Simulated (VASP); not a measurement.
All values below come from HSE06 screened hybrid, VASP's PBE PAW potentials (set 64) (plane waves; VASP 6.6.1).

The input files of a VASP run:

### POSCAR
```
P
1.0
  4.6163192003   0.0000000000   0.0000000000
  0.0000000000   3.3083627502   0.0000000000
  0.0000000000   0.0000000000  17.2153289233
P
4
direct
  0.5891779191   0.0000000000   0.5609784086
  0.9108220809   0.5000000000   0.5609784086
  0.4108220809   0.0000000000   0.4390215914
  0.0891779191   0.5000000000   0.4390215914
```

**KPOINTS**
```
Automatic mesh
0
Gamma
4 6 1
0 0 0
```

INCAR:
```
SYSTEM = P
NELM = 60
LASPH = .TRUE.   ! aspherical one-centre terms
AEXX = 0.25
ENCUT = 400
GGA = PE   ! PBE
ISYM = 3
ISMEAR = 0   ! Gaussian
LWAVE = .FALSE.
LHFCALC = .TRUE.
PREC = Accurate
LREAL = .FALSE.   ! projection in real space or not
PRECFOCK = Fast
ISIF = 2
EDIFF = 1E-6   ! SCF stop (eV)
LCHARG = .FALSE.
SIGMA = 0.05
ALGO = Normal   ! blocked Davidson
HFSCREEN = 0.2   ! 1/Angstrom
```

### KPOINTS_OPT
```
named points and PBE's band edges
6
Reciprocal
  0.000000   0.000000   0.000000 1 ! GAMMA
  0.000000  -0.500000   0.000000 1 ! X
 -0.500000   0.000000   0.000000 1 ! Z
 -0.500000  -0.500000   0.000000 1 ! U
  0.000000  -0.023810   0.000000 1 ! near an edge
  0.000000  -0.047620   0.000000 1 ! near an edge
```

POTCAR, in this order: P (PBE.64 set). Program: vasp_std. Read from the step before: WAVECAR.

The resulting files:

OUTCAR:
```
 ion  position               nearest neighbor table
   1  0.589  0.000  0.561-   2 2.22   2 2.22   3 2.26
   2  0.911  0.500  0.561-   1 2.22   1 2.22   4 2.26
   3  0.411  0.000  0.439-   4 2.22   4 2.22   1 2.26
   4  0.089  0.500  0.439-   3 2.22   3 2.22   2 2.26
  LATTYP: Found a simple orthorhombic cell.
 ALAT       =     3.3083627502
 B/A-ratio  =     1.3953485603
 C/A-ratio  =     5.2035796021
 Subroutine PRICEL returns:
 Original cell was already a primitive cell.
 Subroutine GETGRP returns: Found  8 space group operations
The static configuration has the point symmetry C_2h.
 The point group associated with its full space group is D_2h.
The dynamic configuration has the point symmetry C_2h.
 Subroutine INISYM returns: Found  8 space group operations
 Subroutine IBZKPT returns following result:
 Found     12 irreducible k-points:

 Following reciprocal coordinates:
            Coordinates               Weight
  0.000000  0.000000  0.000000      1.000000
  0.250000  0.000000  0.000000      2.000000
  0.500000  0.000000  0.000000      1.000000
  0.000000  0.166667  0.000000      2.000000
  0.250000  0.166667  0.000000      4.000000
  0.500000  0.166667  0.000000      2.000000
  0.000000  0.333333  0.000000      2.000000
  0.250000  0.333333  0.000000      4.000000
  0.500000  0.333333  0.000000      2.000000
  0.000000  0.500000  0.000000      1.000000
  0.250000  0.500000  0.000000      2.000000
  0.500000  0.500000  0.000000      1.000000
 Subroutine IBZKPT_HF returns following result:
   k-points           NKPTS =     12   k-points in BZ     NKDIM =     24   number of bands    NBANDS=     14
   number of dos      NEDOS =    301   number of ions     NIONS =      4
   total plane-waves  NPLWV =  80640
   dimension x,y,z NGX =    30 NGY =   24 NGZ =  112
   dimension x,y,z NGXF=    60 NGYF=   48 NGZF=  224
   ions per type =               4
...
```

File OSZICAR:
```
       N       E                     dE             d eps       ncg     rms          rms(c)
DAV:   1    -0.257688662099E+02   -0.25769E+02   -0.64864E-01   348   0.533E+00    0.237E+00
DAV:   2    -0.257763843007E+02   -0.75181E-02   -0.36249E-02   408   0.116E+00    0.160E+00
DAV:   3    -0.257749224992E+02    0.14618E-02   -0.27840E-03   420   0.341E-01    0.960E-01
DAV:   4    -0.257743191545E+02    0.60334E-03   -0.71403E-04   426   0.167E-01    0.549E-01
DAV:   5    -0.257741509663E+02    0.16819E-03   -0.21228E-04   420   0.856E-02    0.307E-01
DAV:   6    -0.257741080806E+02    0.42886E-04   -0.48770E-05   402   0.415E-02    0.172E-01
DAV:   7    -0.257741003427E+02    0.77379E-05   -0.13453E-05   436   0.226E-02    0.952E-02
DAV:   8    -0.257741036045E+02   -0.32618E-05   -0.43607E-06   374   0.129E-02    0.527E-02
DAV:   9    -0.257741090636E+02   -0.54590E-05   -0.14593E-06   288   0.765E-03    0.301E-02
DAV:  10    -0.257741143965E+02   -0.53330E-05   -0.83505E-07   294   0.586E-03    0.171E-02
DAV:  11    -0.257741191312E+02   -0.47346E-05   -0.42189E-07   276   0.426E-03    0.962E-03
DAV:  12    -0.257741231913E+02   -0.40602E-05   -0.29669E-07   276   0.342E-03    0.530E-03
DAV:  13    -0.257741266705E+02   -0.34792E-05   -0.18583E-07   276   0.264E-03    0.298E-03
DAV:  14    -0.257741292417E+02   -0.25711E-05   -0.12845E-07   252   0.208E-03    0.174E-03
DAV:  15    -0.257741317276E+02   -0.24859E-05   -0.97010E-08   264   0.168E-03    0.121E-03
DAV:  16    -0.257741335875E+02   -0.18599E-05   -0.68506E-08   234   0.134E-03    0.990E-04
DAV:  17    -0.257741351687E+02   -0.15813E-05   -0.53773E-08   258   0.111E-03    0.893E-04
DAV:  18    -0.257741365014E+02   -0.13327E-05   -0.40623E-08   234   0.936E-04    0.827E-04
DAV:  19    -0.257741376881E+02   -0.11867E-05   -0.34155E-08   252   0.808E-04    0.770E-04
DAV:  20    -0.257741385388E+02   -0.85072E-06   -0.23315E-08   216   0.669E-04
   1 F= -.25774139E+02 E0= -.25774139E+02  d E =-.470818E-16
       N       E                     dE             ncg
```

File OUTCAR:
```
------------------------ aborting loop because EDIFF is reached ----------------------------------------
  FORCE on cell =-STRESS in cart. coord.  units (eV):
  Direction    XX          YY          ZZ          XY          YZ          ZX
  --------------------------------------------------------------------------------------
  Total       -1.2938072     -1.3026343     -1.1678601      0.0000000      0.0000000      0.0000000
  in kB       -7.8841678     -7.9379585     -7.1166747      0.0000000      0.0000000      0.0000000
  external PRESSURE =      -7.6462670 kB  Pullay stress =       0.0000000 kB
  volume of cell :      262.92
      direct lattice vectors                 reciprocal lattice vectors
     4.616319200  0.000000000  0.000000000     0.216622802  0.000000000  0.000000000
     0.000000000  3.308362750  0.000000000     0.000000000  0.302264315  0.000000000
     0.000000000  0.000000000 17.215328923     0.000000000  0.000000000  0.058087766
 POSITION                                       TOTAL-FORCE (eV/Angst)
 -----------------------------------------------------------------------------------
      2.71983      0.00000      9.65743         0.196750      0.000000     -0.273079
      4.20465      1.65418      9.65743        -0.196750      0.000000     -0.273079
      1.89649      0.00000      7.55790        -0.196750      0.000000      0.273079
      0.41167      1.65418      7.55790         0.196750      0.000000      0.273079
 -----------------------------------------------------------------------------------
    total drift:                                0.000000     -0.000001     -0.000037
  FREE ENERGIE OF THE ION-ELECTRON SYSTEM (eV)
  ---------------------------------------------------
  free  energy   TOTEN  =       -25.7741385388 eV

  energy  without entropy=      -25.7741385388  energy(sigma->0) =      -25.77413854

  exchange ACFDT corr.  =         0.00000000  see jH, gK, PRB 81, 115126
```
(Selected blocks of OUTCAR.)

The cell holds a wide vacuum, so values per volume refer to the whole cell.

The cell is a sheet with vacuum, built from a generated structure.
